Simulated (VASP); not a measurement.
These are PBE GGA, VASP's PBE PAW potentials (set 64) (plane waves; VASP 6.6.1) values and carry that method's errors.

Input for VASP

**INCAR**
```
SYSTEM = Cu16S
PREC = Normal; ENCUT = 400; LREAL = .False.
LASPH = .True.
EDIFF = 1E-5; NELM = 100; NELMIN = 4
ALGO = Normal; LMAXMIX = 4
ISMEAR = 1; SIGMA = 0.1
GGA = PE
IBRION = 2; NSW = 120; ISIF = 2
EDIFFG = -0.03
LWAVE = .True.; LCHARG = .False.
DIPOL = 0.5 0.5 0.5
LDIPOL = .True.; IDIPOL = 3
```

File KPOINTS:
```
Automatic mesh
0
G
6 6 1
```

File POSCAR:
```
Cu16S
1.0
  5.1357214723   0.0000000000   0.0000000000
  2.5678602332   4.4476652414   0.0000000000
  0.0000000000   0.0000000000  20.3733409520
Cu S
16 1
Cart
  7.7017467227   4.4455086637   7.0652939041
  5.1375559526   4.4455086637   7.0652939041
  6.4196515883   2.2265359503   7.0696524687
  3.8517908533   2.2165405690   7.0672617020
  1.2839328528   0.7350077588   9.1580943386
  3.8517935879   0.7425030874   9.1442227908
  2.5552686529   2.9647324178   9.1476045780
  5.1483180208   2.9647324178   9.1476045780
  5.1302672507   1.4906136978  11.2461380298
  2.5733094849   1.4906136978  11.2461380298
  6.4196488561   3.6848434517  11.2542236425
  3.8517881174   3.7053303411  11.2061788855
  7.6068116381   4.4439500831  13.2766734271
  5.2324910376   4.4439500831  13.2766734271
  1.2839301304   2.0991015188  13.4112558913
  3.8517908383   2.3516518313  13.3780141859
  1.2839303652   0.0255281806  14.9461324775
```

POTCAR, in this order: Cu S (PBE.64 set). Program: vasp_std.

The run wrote:

OSZICAR:
```
...
DAV:   4    -0.613790907863E+02    0.11015E-02   -0.10290E-02  3252   0.197E+00    0.952E-02
DAV:   5    -0.613790606123E+02    0.30174E-04   -0.17106E-03  4445   0.627E-01    0.721E-02
DAV:   6    -0.613790140678E+02    0.46544E-04   -0.87345E-04  3573   0.605E-01    0.417E-02
DAV:   7    -0.613790070824E+02    0.69854E-05   -0.38072E-04  3429   0.377E-01    0.264E-02
DAV:   8    -0.613790085140E+02   -0.14316E-05   -0.13968E-04  3232   0.210E-01    0.102E-02
DAV:   9    -0.613790087635E+02   -0.24950E-06   -0.27834E-05  1876   0.113E-01
  25 F= -.61379009E+02 E0= -.61377674E+02  d E =-.965152E-02
       N       E                     dE             d eps       ncg     rms          rms(c)
DAV:   1    -0.613793105273E+02   -0.30201E-03   -0.91968E-01  2945   0.308E+00    0.104E-01
DAV:   2    -0.613812615660E+02   -0.19510E-02   -0.20613E-02  4287   0.903E-01    0.830E-02
DAV:   3    -0.613812229807E+02    0.38585E-04   -0.99657E-04  3188   0.707E-01    0.623E-02
DAV:   4    -0.613812064517E+02    0.16529E-04   -0.43005E-04  3380   0.465E-01    0.511E-02
DAV:   5    -0.613812048936E+02    0.15581E-05   -0.52594E-04  3116   0.453E-01    0.476E-02
DAV:   6    -0.613811585537E+02    0.46340E-04   -0.23808E-04  3725   0.287E-01    0.241E-02
DAV:   7    -0.613811572969E+02    0.12569E-05   -0.90304E-05  3861   0.169E-01
  26 F= -.61381157E+02 E0= -.61379816E+02  d E =-.214853E-02
       N       E                     dE             d eps       ncg     rms          rms(c)
DAV:   1    -0.613771111797E+02    0.40474E-02   -0.26196E+00  2945   0.520E+00    0.183E-01
DAV:   2    -0.613828518230E+02   -0.57406E-02   -0.60796E-02  4287   0.152E+00    0.139E-01
DAV:   3    -0.613827238251E+02    0.12800E-03   -0.27839E-03  3204   0.116E+00    0.102E-01
DAV:   4    -0.613827062519E+02    0.17573E-04   -0.16752E-03  3356   0.901E-01    0.881E-02
DAV:   5    -0.613826577008E+02    0.48551E-04   -0.16057E-03  4292   0.787E-01    0.750E-02
DAV:   6    -0.613825587769E+02    0.98924E-04   -0.57722E-04  5189   0.407E-01    0.413E-02
DAV:   7    -0.613825490125E+02    0.97644E-05   -0.17933E-04  4338   0.238E-01    0.181E-02
DAV:   8    -0.613825479426E+02    0.10699E-05   -0.50618E-05  2959   0.155E-01
  27 F= -.61382548E+02 E0= -.61381155E+02  d E =-.353918E-02
       N       E                     dE             d eps       ncg     rms          rms(c)
DAV:   1    -0.613812145713E+02    0.13344E-02   -0.11059E+00  2937   0.340E+00    0.203E-01
DAV:   2    -0.613838583361E+02   -0.26438E-02   -0.27970E-02  4485   0.136E+00    0.127E-01
DAV:   3    -0.613849313843E+02   -0.10730E-02   -0.19006E-02  3292   0.287E+00    0.198E-01
DAV:   4    -0.613836892227E+02    0.12422E-02   -0.10001E-02  3292   0.197E+00    0.542E-02
DAV:   5    -0.613837035793E+02   -0.14357E-04   -0.70766E-04  3930   0.428E-01    0.461E-02
DAV:   6    -0.613837036187E+02   -0.39447E-07   -0.37230E-04  3349   0.334E-01    0.288E-02
DAV:   7    -0.613837003082E+02    0.33105E-05   -0.16539E-04  3455   0.212E-01    0.161E-02
DAV:   8    -0.613837008398E+02   -0.53152E-06   -0.56068E-05  2752   0.156E-01
  28 F= -.61383701E+02 E0= -.61382354E+02  d E =-.115290E-02
       N       E                     dE             d eps       ncg     rms          rms(c)
DAV:   1    -0.613833066599E+02    0.39365E-03   -0.20667E-01  2950   0.147E+00    0.876E-02
DAV:   2    -0.613838127603E+02   -0.50610E-03   -0.53511E-03  4559   0.597E-01    0.551E-02
DAV:   3    -0.613840306125E+02   -0.21785E-03   -0.40133E-03  3316   0.130E+00    0.892E-02
DAV:   4    -0.613837763907E+02    0.25422E-03   -0.19643E-03  3252   0.877E-01    0.224E-02
DAV:   5    -0.613837818142E+02   -0.54235E-05   -0.14665E-04  3573   0.203E-01    0.203E-02
DAV:   6    -0.613837815874E+02    0.22679E-06   -0.77716E-05  3015   0.165E-01
  29 F= -.61383782E+02 E0= -.61382452E+02  d E =-.123364E-02
       N       E                     dE             d eps       ncg     rms          rms(c)
DAV:   1    -0.613833571728E+02    0.42464E-03   -0.72031E-01  2934   0.276E+00    0.915E-02
DAV:   2    -0.613847338606E+02   -0.13767E-02   -0.14478E-02  4332   0.836E-01    0.808E-02
DAV:   3    -0.613848913111E+02   -0.15745E-03   -0.43009E-03  3260   0.134E+00    0.956E-02
DAV:   4    -0.613846765470E+02    0.21476E-03   -0.17199E-03  3292   0.838E-01    0.442E-02
DAV:   5    -0.613846663474E+02    0.10200E-04   -0.26795E-04  4250   0.231E-01    0.348E-02
DAV:   6    -0.613846537136E+02    0.12634E-04   -0.15569E-04  3421   0.241E-01    0.177E-02
DAV:   7    -0.613846540443E+02   -0.33068E-06   -0.52272E-05  2148   0.111E-01
  30 F= -.61384654E+02 E0= -.61383319E+02  d E =-.872457E-03
       N       E                     dE             d eps       ncg     rms          rms(c)
DAV:   1    -0.613784865511E+02    0.61672E-02   -0.37124E+00  2934   0.626E+00    0.210E-01
DAV:   2    -0.613857659887E+02   -0.72794E-02   -0.76574E-02  4300   0.159E+00    0.154E-01
DAV:   3    -0.613858175115E+02   -0.51523E-04   -0.62411E-03  3348   0.152E+00    0.156E-01
DAV:   4    -0.613855105530E+02    0.30696E-03   -0.47902E-03  3236   0.142E+00    0.103E-01
DAV:   5    -0.613853765169E+02    0.13404E-03   -0.11812E-03  5292   0.648E-01    0.805E-02
DAV:   6    -0.613852939322E+02    0.82585E-04   -0.63483E-04  4764   0.479E-01    0.417E-02
DAV:   7    -0.613852838572E+02    0.10075E-04   -0.22117E-04  4399   0.247E-01    0.171E-02
DAV:   8    -0.613852817796E+02    0.20775E-05   -0.71354E-05  2981   0.176E-01
  31 F= -.61385282E+02 E0= -.61383962E+02  d E =-.150019E-02
       N       E                     dE             d eps       ncg     rms          rms(c)
DAV:   1    -0.613851699675E+02    0.11389E-03   -0.79476E-02  2934   0.918E-01    0.266E-02
DAV:   2    -0.613853225421E+02   -0.15257E-03   -0.16042E-03  4253   0.256E-01    0.280E-02
DAV:   3    -0.613853181095E+02    0.44326E-05   -0.89582E-05  2988   0.208E-01    0.218E-02
DAV:   4    -0.613853166962E+02    0.14133E-05   -0.80872E-05  1828   0.186E-01
  32 F= -.61385317E+02 E0= -.61384002E+02  d E =-.153511E-02
       N       E                     dE             d eps       ncg     rms          rms(c)
DAV:   1    -0.613852726313E+02    0.45478E-04   -0.14037E-02  2987   0.404E-01    0.231E-02
DAV:   2    -0.613853051969E+02   -0.32566E-04   -0.37407E-04  4780   0.193E-01    0.140E-02
DAV:   3    -0.613853211678E+02   -0.15971E-04   -0.37220E-04  2884   0.383E-01    0.265E-02
DAV:   4    -0.613853004329E+02    0.20735E-04   -0.14184E-04  1820   0.250E-01    0.432E-03
DAV:   5    -0.613853011384E+02   -0.70555E-06   -0.91215E-06  1748   0.514E-02
  33 F= -.61385301E+02 E0= -.61383989E+02  d E =-.151955E-02
       N       E                     dE             d eps       ncg     rms          rms(c)
DAV:   1    -0.613852980374E+02    0.23955E-05   -0.42091E-03  2947   0.214E-01    0.872E-03
DAV:   2    -0.613853066488E+02   -0.86114E-05   -0.90222E-05  3967   0.742E-02    0.699E-03
DAV:   3    -0.613853078363E+02   -0.11875E-05   -0.31030E-05  1820   0.119E-01    0.822E-03
DAV:   4    -0.613853061141E+02    0.17221E-05   -0.17045E-05  1780   0.828E-02
  34 F= -.61385306E+02 E0= -.61383994E+02  d E =-.152453E-02
       N       E                     dE             d eps       ncg     rms          rms(c)
DAV:   1    -0.613852296572E+02    0.78179E-04   -0.27189E-01  2934   0.169E+00    0.643E-02
DAV:   2    -0.613857864092E+02   -0.55675E-03   -0.58460E-03  4274   0.450E-01    0.417E-02
DAV:   3    -0.613858044387E+02   -0.18029E-04   -0.57239E-04  3228   0.506E-01    0.455E-02
DAV:   4    -0.613857709955E+02    0.33443E-04   -0.44494E-04  3044   0.430E-01    0.270E-02
DAV:   5    -0.613857619639E+02    0.90316E-05   -0.10426E-04  1820   0.210E-01    0.219E-02
DAV:   6    -0.613857544213E+02    0.75426E-05   -0.81389E-05  3429   0.156E-01
  35 F= -.61385754E+02 E0= -.61384432E+02  d E =-.448307E-03
```

OUTCAR:
```
------------------------ aborting loop because EDIFF is reached ----------------------------------------
  FORCE on cell =-STRESS in cart. coord.  units (eV):
  Direction    XX          YY          ZZ          XY          YZ          ZX
  --------------------------------------------------------------------------------------
  Total       -1.4726403     -1.8210088     -0.9728564      0.0000002      0.3582541     -0.0000000
  in kB       -5.0700409     -6.2694122     -3.3493731      0.0000007      1.2334056     -0.0000001
  external PRESSURE =      -4.8962754 kB  Pullay stress =       0.0000000 kB
  volume of cell :      465.37
      direct lattice vectors                 reciprocal lattice vectors
     5.135721472  0.000000000  0.000000000     0.194714609 -0.112418511  0.000000000
     2.567860233  4.447665241  0.000000000     0.000000000  0.224837065  0.000000000
     0.000000000  0.000000000 20.373340952     0.000000000  0.000000000  0.049083751
 POSITION                                       TOTAL-FORCE (eV/Angst)
 -----------------------------------------------------------------------------------
      2.56360      4.42800      7.07115        -0.003854     -0.006960      0.016772
      5.13998      4.42800      7.07115         0.003854     -0.006960      0.016772
      1.28393      2.21467      7.08178         0.000000     -0.009805     -0.011899
      3.85179      2.20911      7.09681         0.000000     -0.015425     -0.010264
      1.28393      0.71322      9.15479         0.000000     -0.013468     -0.004050
      3.85179      0.70644      9.14941         0.000000     -0.009248      0.014788
      2.56098      2.94200      9.15617        -0.000199     -0.003237     -0.002717
      5.14261      2.94200      9.15617         0.000199     -0.003237     -0.002717
      5.13657      1.42887     11.22143         0.001192      0.012740     -0.017322
      2.56701      1.42887     11.22143        -0.001192      0.012740     -0.017322
      6.41965      3.65186     11.27697        -0.000000      0.006382      0.007080
      3.85179      3.66259     11.22033         0.000000     -0.016500      0.003553
      2.53036      4.35521     13.34278         0.015025      0.014812     -0.001698
      5.17322      4.35521     13.34278        -0.015025      0.014812     -0.001698
      1.28393      2.19001     13.34069        -0.000000      0.003383      0.017072
      3.85179      2.15625     13.25695        -0.000000      0.003125     -0.003053
      1.28393      0.66435     14.94567        -0.000000      0.016844     -0.003297
 -----------------------------------------------------------------------------------
    total drift:                                0.000105     -0.018212      0.006295
  FREE ENERGIE OF THE ION-ELECTRON SYSTEM (eV)
  ---------------------------------------------------
  free  energy   TOTEN  =       -61.3857544213 eV

  energy  without entropy=      -61.3817874740  energy(sigma->0) =      -61.38443211

 reached required accuracy - stopping structural energy minimisation
```
(Selected blocks of OUTCAR.)

File CONTCAR:
```
Cu16S
   1.00000000000000
     5.1357214723000002    0.0000000000000000    0.0000000000000000
     2.5678602331999998    4.4476652414000002    0.0000000000000000
     0.0000000000000000    0.0000000000000000   20.3733409519999995
  Cu              S
    16     1
Direct
     0.0013811823827901    0.9955784583868187    0.3470787964723069
     0.5030403592303909    0.9955784583868187    0.3470787964723069
     0.0010302247315159    0.4979395504369736    0.3476002913967917
     0.5016549660540698    0.4966900677918586    0.3483380251355734
     0.1698216989302341    0.1603576021395293    0.4493515262514819
     0.6705836402305770    0.1588337194388486    0.4490871400334609
     0.1679247884182593    0.6614700899225682    0.4494190915395403
     0.6706061216591702    0.6614700899225682    0.4494190915395403
     0.8395334397020917    0.3212637156375514    0.5507900363284557
     0.3392018446603520    0.3212637156375514    0.5507900363284557
     0.8394624747015222    0.8210740506969596    0.5535159928443996
     0.3382560340548607    0.8234869318902811    0.5507358688230612
     0.0030921735965964    0.9792115760490606    0.6549135327107038
     0.5176962503543429    0.9792115760490606    0.6549135327107038
     0.0038025495559560    0.4923949007880862    0.6548111670718411
     0.5075970874729004    0.4848058250541922    0.6507006040266504
     0.1753151641643679    0.1493696716712641    0.7335894705147170
```

The cell is a thin slab with vacuum, built from Cu (fcc): (111) face, S adsorbed.
